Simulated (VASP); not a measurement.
Method: r2SCAN+rVV10, VASP's PBE PAW potentials (set 64) (plane waves; VASP).

A VASP calculation is set up with these files.

### POSCAR
```
Au
1
    0.0000000000     2.0949407979     2.0949407979
    2.0949407979     0.0000000000     2.0949407979
    2.0949407979     2.0949407979     0.0000000000
Au
1
Direct
  0.0000000000   0.0000000000   0.0000000000
```

### KPOINTS
```
Automatic mesh
0
Gamma
15 15 15
0 0 0
```

**INCAR**
```
ALGO=Normal
BPARAM=11.95
CPARAM=0.0093
EDIFF=1E-7
ENCUT=520
ISIF=2
ISMEAR=1
LASPH=.TRUE.
LCHARG=.FALSE.
LMAXMIX=6
LMIXTAU=.TRUE.
LREAL=.FALSE.
LUSE_VDW=.TRUE.
LWAVE=.FALSE.
METAGGA=R2SCAN
NELM=100
PREC=Accurate
SIGMA=0.1
SYSTEM=Au
```

POTCAR, in this order: Au (PBE.64 set). Program: vasp_std.

Unless said otherwise, spin-orbit coupling is left out, though it shifts the bands of the heavy elements here.

Question: Predict the energy per atom (σ→0), pressure, band gap (on the k-mesh).

Answer: 
```yaml
energy per atom (σ→0): -50.357 eV/atom
band gap (on the k-mesh): none (metal, semimetal or under 0.01 eV)
pressure: -81.4 kbar
```

### OSZICAR
```
...
DAV:  11    -0.503567344222E+02   -0.51569E-03   -0.13329E-03  2307   0.307E-01    0.544E-02
DAV:  12    -0.503567743539E+02   -0.39932E-04   -0.10458E-04  2293   0.104E-01    0.235E-02
DAV:  13    -0.503568295770E+02   -0.55223E-04   -0.93787E-05  2336   0.858E-02    0.229E-03
DAV:  14    -0.503568331379E+02   -0.35609E-05   -0.59990E-06  2287   0.177E-02    0.293E-03
DAV:  15    -0.503568329362E+02    0.20173E-06   -0.10401E-07  1701   0.366E-03    0.190E-03
DAV:  16    -0.503568332639E+02   -0.32770E-06   -0.31430E-07  1132   0.478E-03    0.655E-04
DAV:  17    -0.503568333117E+02   -0.47807E-07   -0.95447E-08  1224   0.282E-03
   1 F= -.50356833E+02 E0= -.50356716E+02  d E =-.351239E-03
```

The compound is Au in the fcc structure. This cell is one point of a volume scan, at 1.06 of the reference volume.
